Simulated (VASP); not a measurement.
These are PBE GGA, VASP's PBE PAW potentials (set 64) (plane waves; VASP) values and carry that method's errors.

VASP ran on this input.

File POSCAR:
```
CsCl
4.120
  1.0000000000   0.0000000000   0.0000000000
  0.0000000000   1.0000000000   0.0000000000
  0.0000000000   0.0000000000   1.0000000000
Cs Cl
1 1
Cartesian
  0.0000000000   0.0000000000   0.0000000000
  0.5000000000   0.5000000000   0.5000000000
```

**INCAR**
```
SYSTEM = CsCl
PREC = Accurate
ENCUT = 400
EDIFF = 1E-6
NELM = 100
ALGO = Normal
LREAL = .FALSE.
LASPH = .TRUE.
ISMEAR = 2
SIGMA = 0.05
GGA = PE
LMAXMIX = 4
LWAVE = .FALSE.
LCHARG = .FALSE.
ISIF = 2
```

File KPOINTS:
```
kpoints
0
G
 6 6 6
```

POTCAR, in this order: Cs_sv Cl (PBE.64 set). Program: vasp_std.

Unless said otherwise, spin-orbit coupling is left out, though it shifts the bands of the heavy elements here.

### Question
Predict the energy per atom (σ→0), pressure, band gap (on the k-mesh).

### Answer

```yaml
energy per atom (σ→0): -3.263 eV/atom
band gap (on the k-mesh): 5.27 eV
pressure: 1.06 GPa
```

### OSZICAR
```
...
DAV:   6    -0.656908559075E+01    0.37103E+00   -0.63273E-01   540   0.461E+00    0.177E+00
DAV:   7    -0.652445610413E+01    0.44629E-01   -0.20507E-01   640   0.255E+00    0.105E+00
DAV:   8    -0.652528718106E+01   -0.83108E-03   -0.15847E-02   564   0.931E-01    0.136E-01
DAV:   9    -0.652567872128E+01   -0.39154E-03   -0.31701E-03   608   0.368E-01    0.115E-01
DAV:  10    -0.652582066075E+01   -0.14194E-03   -0.26921E-04   576   0.138E-01    0.189E-02
DAV:  11    -0.652583693780E+01   -0.16277E-04   -0.30115E-05   600   0.411E-02    0.573E-03
DAV:  12    -0.652583660124E+01    0.33656E-06   -0.84628E-06   580   0.185E-02
   1 F= -.65258366E+01 E0= -.65258366E+01  d E =-.206053E-16
```

The compound is CsCl in the CsCl type structure. The cell was not relaxed at this level. The run is one of a series of settings (ISMEAR = 2 against the base run), some of them coarse on purpose.
